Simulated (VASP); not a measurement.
# HfRu3: single point with PBE

HfRu3:

```xyz
4
Lattice="3.9558 0.0000 0.0000 0.0000 3.9558 0.0000 0.0000 0.0000 3.9558" Properties=species:S:1:pos:R:3 pbc="T T T"
Hf    0.0276   -0.0068   -0.0237
Ru    0.0101    1.9725    2.0107
Ru    1.9638    0.0717    1.9691
Ru    2.0008    1.9650    0.0225
```

The cell comes from a database or a generator and needn't be the stable form of this composition.

The cell isn't the ideal one: atoms moved at random, drawn with an rms of 0.05 Å.

```
Program             : VASP 6.6.1
Task                : single point
Functional          : PBE
Potentials or basis : VASP PAW PBE potentials, release 64 (Hf_pv, Ru_pv)
Cutoff              : 520 eV
k mesh              : 7 × 7 × 7
Occupations         : fermi-dirac, width 0.05 eV
Spin                : no spin polarisation
```

```json
{
  "Pressure": "-1.4 GPa",
  "Largest force": "0.487 eV/Å",
  "Band gap on the k mesh": "none (metal or under the smearing width)"
}
```

Forces in eV/Å, atoms in the order of the input:
```
Hf  -0.220 -0.170  0.309
Ru  -0.072  0.236 -0.357
Ru   0.315 -0.370  0.031
Ru  -0.023  0.304  0.017
```

Stress tensor (GPa, compression positive):
```
-1.42 -0.04 -0.04
-0.04 -1.45 -0.17
-0.04 -0.17 -1.41
```

Levels at points of the mesh, in eV from the Fermi level:
| k point | band 23 | band 24 | band 25 | band 26 | band 27 | band 28 | band 29 | band 30 | band 31 | band 32 |
| --- | --- | --- | --- | --- | --- | --- | --- | --- | --- | --- |
| (0.00, 0.00, 0.00) | 0.61 | 0.61 | 1.75 | 2.20 | 2.21 | 2.23 | 3.87 | 3.92 | 3.95 | 4.92 |

Wall time 4.3 min on 1 thread of Intel(R) Xeon(R) Platinum 8488C (Sapphire Rapids) (shared host), peak memory 0.4 GiB.

Spin-orbit coupling is left out, which matters for the levels of Hf.
